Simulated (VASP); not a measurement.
Write the native input for VASP 6.6.1 that does the following.

```
Task                   : band structure
Functional             : PBE
Potentials or basis    : VASP PAW PBE potentials, release 64 (C)
Cutoff                 : 520 eV
k mesh                 : 15 × 15 × 4
Occupations            : gaussian, width 0.02 eV
Spin                   : no spin polarisation
Further INCAR settings : ALGO = Normal; EDIFF = 1e-07; NBANDS = 16
```

The structure of C lies in POSCAR:

```
C                                       
1.0
    2.4679187566     -0.0000000000     -0.0000000000
   -1.2339593782      2.1372803379      0.0000000000
    0.0000000000     -0.0000000000      8.3504542792
  C             
     4
Direct
     0.0000000000000000    0.0000000000000000    0.2500000000000000
     0.0000000000000000    0.0000000000000000    0.7500000000000000
     0.3333333300000021    0.6666666699999979    0.2500000000000000
     0.6666666699999979    0.3333333300000021    0.7500000000000000
```

These files were run (other wordings do the same):

INCAR

```
SYSTEM = C
  PREC = Accurate
  ENCUT = 520
  EDIFF = 1E-7
  ISMEAR = 0
  SIGMA = 0.02
  LREAL = .FALSE.
  LASPH = .TRUE.
  NELM = 80
  ALGO = Normal
  ISIF = 2
  LWAVE = .FALSE.
  LCHARG = .FALSE.
  GGA = PE
  NBANDS = 16
```

KPOINTS

```
Automatic mesh
0
G
  15 15 4
  0 0 0
```

KPOINTS_OPT

```
path GMKGALHA,LM,KH
20
line-mode
reciprocal
 0.0000000000  0.0000000000  0.0000000000  G
 0.5000000000  0.0000000000  0.0000000000  M

 0.5000000000  0.0000000000  0.0000000000  M
 0.3333333333  0.3333333333  0.0000000000  K

 0.3333333333  0.3333333333  0.0000000000  K
 0.0000000000  0.0000000000  0.0000000000  G

 0.0000000000  0.0000000000  0.0000000000  G
 0.0000000000  0.0000000000  0.5000000000  A

 0.0000000000  0.0000000000  0.5000000000  A
 0.5000000000  0.0000000000  0.5000000000  L

 0.5000000000  0.0000000000  0.5000000000  L
 0.3333333333  0.3333333333  0.5000000000  H

 0.3333333333  0.3333333333  0.5000000000  H
 0.0000000000  0.0000000000  0.5000000000  A

 0.5000000000  0.0000000000  0.5000000000  L
 0.5000000000  0.0000000000  0.0000000000  M

 0.3333333333  0.3333333333  0.0000000000  K
 0.3333333333  0.3333333333  0.5000000000  H
```

Potentials or basis: VASP PAW PBE potentials, release 64 (C).

Launch:

```console
$ cat potpaw_PBE.64/C/POTCAR > POTCAR
$ mpirun -np 1 vasp_std > vasp.out
```

It gave:

* Pressure: 0.0 GPa
* Band gap along the path: none (metal or under the smearing width)

Caveat: this functional lacks dispersion, which binds the layers, so the pressure and a relaxed spacing across them are unreliable.

It took 44 s on 1 thread of Intel(R) Xeon(R) 6975P-C (Granite Rapids), with other jobs on the host, peak memory 0.2 GiB.
